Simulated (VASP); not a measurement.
Data:

```
CELL_PARAMETERS angstrom
      1.25500    -2.17372     0.00000
      1.25500     2.17372     0.00000
      0.00000     0.00000     4.07000
ATOMIC_POSITIONS crystal
  Co 0.33333 0.66667 0.25000
  Co 0.66667 0.33333 0.75000
```
Starting moments (μB, in the order of the record's atoms Co Co): 1.8 1.8.

The numbers are results of r2SCAN meta-GGA, VASP's PBE PAW potentials (set 64) (plane waves; VASP), not measurements. Settings: 520 eV cut-off, 15×15×8 Γ-centred mesh, first-order Methfessel-Paxton smearing of 0.10 eV, potentials Co.

Energy and stress use the plane-wave basis of the starting cell.

**Question.** The ions, cell shape and volume are relaxed. Predict the relaxed structure.

**Answer.** 
```
CELL_PARAMETERS angstrom
      1.23223    -2.13428     0.00000
      1.23223     2.13428     0.00000
      0.00000     0.00000     4.01808
ATOMIC_POSITIONS crystal
  Co 0.33333 0.66667 0.25000
  Co 0.66667 0.33333 0.75000
```
Space group P6_3/mmc (194), at a tolerance of 0.03 Å. The cell ends with 3.37 μB, on the sites 1.75 1.75 μB.

**Question.** How do energy and volume change from the first to the last step?

**Answer.** The energy (σ→0) changes by -17.0 meV/atom and the volume by -4.8 %, in 8 ionic steps.

The compound is Co in the hcp structure. This run relaxes it. Symmetry was kept, so distortions that lower it aren't found.
